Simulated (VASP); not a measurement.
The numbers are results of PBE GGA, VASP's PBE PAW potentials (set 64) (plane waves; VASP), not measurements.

VASP input:

### KPOINTS
```
Automatic mesh
0
Gamma
12 12 6
0 0 0
```

### INCAR
```
! general
SYSTEM =Cd
PREC   =Accurate
ENCUT  =800   ! plane-wave cut-off (eV)
LREAL  =.FALSE.   ! projection in real space or not
LASPH  =.TRUE.   ! aspherical one-centre terms

! electronic loop
EDIFF  =1E-6   ! SCF stop (eV)
NELM   =100   ! most electronic steps
ALGO   =Normal   ! blocked Davidson
LMAXMIX=4

! smearing
ISMEAR =1
SIGMA  =0.1   ! width (eV)

! functional
GGA    =PE   ! PBE

! ions
ISIF   =2

! output
LWAVE  =.FALSE.
LCHARG =.FALSE.
```

POSCAR:
```
Cd
1
    1.5198000000    -2.6323710000     0.0000000000
    1.5198000000     2.6323710000     0.0000000000
    0.0000000000     0.0000000000     5.7324000000
Cd
2
Direct
  0.3333330000   0.6666670000   0.2500000000
  0.6666670000   0.3333330000   0.7500000000
```

POTCAR, in this order: Cd_sv_GW (PBE.64 set). Program: vasp_std.

The resulting files:

File OSZICAR:
```
       N       E                     dE             d eps       ncg     rms          rms(c)
DAV:   1     0.121822919369E+04    0.12182E+04   -0.31007E+04  3688   0.327E+03
DAV:   2     0.148831456746E+03   -0.10694E+04   -0.10315E+04  3656   0.109E+03
DAV:   3     0.597615137054E+01   -0.14286E+03   -0.14150E+03  5808   0.459E+02
DAV:   4    -0.122068853122E+01   -0.71968E+01   -0.71891E+01  4880   0.151E+02
DAV:   5    -0.167213032331E+01   -0.45144E+00   -0.45142E+00  6104   0.322E+01    0.313E+01
DAV:   6    -0.159244356133E+01    0.79687E-01   -0.42960E-01  5640   0.143E+01    0.185E+01
DAV:   7    -0.159103308708E+01    0.14105E-02   -0.43539E-02  5032   0.293E+00    0.963E-01
DAV:   8    -0.159137705632E+01   -0.34397E-03   -0.29759E-03  5616   0.134E+00    0.110E-01
DAV:   9    -0.159144913858E+01   -0.72082E-04   -0.27563E-04  6176   0.203E-01    0.146E-02
DAV:  10    -0.159144396769E+01    0.51709E-05   -0.25472E-05  5376   0.122E-01    0.481E-03
DAV:  11    -0.159144504057E+01   -0.10729E-05   -0.14718E-06  3360   0.177E-02    0.611E-04
DAV:  12    -0.159144512257E+01   -0.82002E-07   -0.16187E-07  2928   0.113E-02
   1 F= -.15914451E+01 E0= -.15916524E+01  d E =0.621927E-03
```

**OUTCAR**
```
------------------------ aborting loop because EDIFF is reached ----------------------------------------
  FORCE on cell =-STRESS in cart. coord.  units (eV):
  Direction    XX          YY          ZZ          XY          YZ          ZX
  --------------------------------------------------------------------------------------
  Total       -0.3822601     -0.3822602      0.3582420      0.0000000      0.0000000      0.0000000
  in kB      -13.3527150    -13.3527169     12.5137390      0.0000000      0.0000000      0.0000000
  external PRESSURE =      -4.7305643 kB  Pullay stress =       0.0000000 kB
  volume of cell :       45.87
      direct lattice vectors                 reciprocal lattice vectors
     1.519800000 -2.632371000  0.000000000     0.328990657 -0.189942831  0.000000000
     1.519800000  2.632371000  0.000000000     0.328990657  0.189942831  0.000000000
     0.000000000  0.000000000  5.732400000     0.000000000  0.000000000  0.174447003
 POSITION                                       TOTAL-FORCE (eV/Angst)
 -----------------------------------------------------------------------------------
      1.51980      0.87746      1.43310         0.000000     -0.000000      0.000000
      1.51980     -0.87746      4.29930        -0.000000      0.000000      0.000000
 -----------------------------------------------------------------------------------
    total drift:                               -0.000432      0.002960      0.000003
  FREE ENERGIE OF THE ION-ELECTRON SYSTEM (eV)
  ---------------------------------------------------
  free  energy   TOTEN  =        -1.5914451226 eV

  energy  without entropy=       -1.5920670499  energy(sigma->0) =       -1.59165243
```
(Selected blocks of OUTCAR.)

### OUTCAR
```
 val. band max:        5.9140554721   @ k =   0.4167   0.0000   0.0000

 cond. band min:       5.9957118022   @ k =   0.3333   0.3333   0.1667


 Fermi energy:         5.9544287305

 k-point     1 :       0.0000    0.0000    0.0000
  band No.  band energies     occupation
      1     -97.1321      2.00000
      2     -97.1312      2.00000
      3     -58.1809      2.00000
      4     -58.1667      2.00000
      5     -58.1517      2.00000
      6     -58.1517      2.00000
      7     -58.1502      2.00000
      8     -58.1502      2.00000
      9      -3.7364      2.00000
     10      -3.5090      2.00000
     11      -3.2046      2.00000
     12      -3.2046      2.00000
     13      -3.1606      2.00000
     14      -3.1606      2.00000
     15      -2.7443      2.00000
     16      -2.7443      2.00000
     17      -2.5575      2.00000
     18      -2.5235      2.00000
     19      -2.5235      2.00000
     20       2.8408      2.00000
     21       3.1358      2.00000
     22      15.9221      0.00000
     23      19.4561      0.00000
     24      20.0400      0.00000

 k-point     2 :       0.0833    0.0000    0.0000
  band No.  band energies     occupation
      1     -97.1319      2.00000
      2     -97.1311      2.00000
      3     -58.1804      2.00000
      4     -58.1666      2.00000
      5     -58.1543      2.00000
      6     -58.1528      2.00000
      7     -58.1524      2.00000
      8     -58.1508      2.00000
      9      -3.6754      2.00000
     10      -3.4605      2.00000
     11      -3.2248      2.00000
     12      -3.1805      2.00000
     13      -3.1481      2.00000
     14      -3.1060      2.00000
     15      -2.7901      2.00000
     16      -2.7637      2.00000
     17      -2.5985      2.00000
     18      -2.5226      2.00000
     19      -2.4056      2.00000
     20       2.9436      2.00000
     21       3.3838      2.00000
     22      16.1390      0.00000
     23      17.5614      0.00000
     24      18.8674      0.00000
...
```

The compound is Cd in the hcp structure. The cell was not relaxed at this level. The run is one of a series of settings (ENCUT = 800, POTCAR Cd_sv_GW (PBE.64 set) against the base run), some of them coarse on purpose.
